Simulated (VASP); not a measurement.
# Si: single point with r2SCAN

Si:

```xyz
2
Lattice="0.0000 2.7221 2.7221 2.7221 0.0000 2.7221 2.7221 2.7221 0.0000" Properties=species:S:1:pos:R:3 pbc="T T T"
Si    2.7221    2.7221    2.7221
Si    4.0832    4.0832    4.0832
```

| Item | Value |
| --- | --- |
| Program | VASP 6.6.1 |
| Task | single point |
| Functional | r2SCAN |
| Potentials or basis | VASP PAW PBE potentials, release 64 (Si) |
| Cutoff | 520 eV |
| k mesh | 14 × 14 × 14 |
| Occupations | gaussian, width 0.05 eV |
| Spin | no spin polarisation |

The pressure is -0.2 GPa and the band gap on the k mesh is 0.79 eV, indirect (least direct gap 2.76 eV).

Levels at points of the mesh, in eV from the valence-band top:
```csv
k point,band 1,band 2,band 3,band 4,band 5,band 6,band 7,band 8
"(0.00, 0.00, 0.00)",-12.47,0.00,0.00,0.00,2.76,2.76,2.76,3.90
"(0.50, 0.00, 0.00)",-10.04,-7.23,-1.27,-1.27,1.86,3.59,3.59,8.33
"(0.50, 0.50, 0.00)",-8.13,-8.13,-2.99,-2.99,0.94,0.94,10.81,10.81
```

Wall time 2.9 min on 1 thread of Intel(R) Xeon(R) Platinum 8259CL CPU @ 2.50GHz (Skylake/Cascade Lake), with other jobs on the host, peak memory 0.18 GiB.

Caveat: the PAW data sets were made with another functional, which shifts forces and pressure a little. r2SCAN opens gaps a little over a GGA but as a rule still falls short of measured ones.
